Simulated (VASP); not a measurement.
Crystal: W.

```
W
1.0
    -1.58234    1.58234    1.58234
     1.58234   -1.58234    1.58234
     1.58234    1.58234   -1.58234
W
1
Cartesian
  0.0000 0.0000 0.0000
```

| Property | Result |
| --- | --- |
| Program | VASP 6.6.1 |
| Task | relaxation of cell and atoms |
| Functional | PBE |
| Potentials or basis | VASP PAW PBE potentials, release 64 (W_sv) |
| Cutoff | 520 eV |
| k mesh | 4 × 4 × 4 |
| Occupations | gaussian, width 0.1 eV |
| Spin | no spin polarisation |

At the start: pressure 5.2 GPa; volume 15.85 Å³/atom.

Task: Where does the relaxation end?

Result: Over 4 steps the energy falls by 4.2 meV/atom and the volume is 16.11 Å³/atom (+1.7 %); space group Im-3m (No. 229, to 0.05 Å).

The path:
```tsv
step	energy change (eV)	largest force (eV/Å)	pressure (GPa)	volume (Å³)
1	0.0000	0.0000	5.17	15.85
2	0.0430	0.0000	-15.22	17.05
3	-0.0042	0.0000	-0.10	16.12
4	-0.0042	0.0000	-0.01	16.11
```

Final structure:
```
CELL_PARAMETERS angstrom
-1.59104 1.59104 1.59104
1.59104 -1.59104 1.59104
1.59104 1.59104 -1.59104
ATOMIC_POSITIONS crystal
W 0.00000 0.00000 0.00000
```

Caveat: the k mesh is coarse (spacing up to 0.70 Å⁻¹), so the values aren't converged.
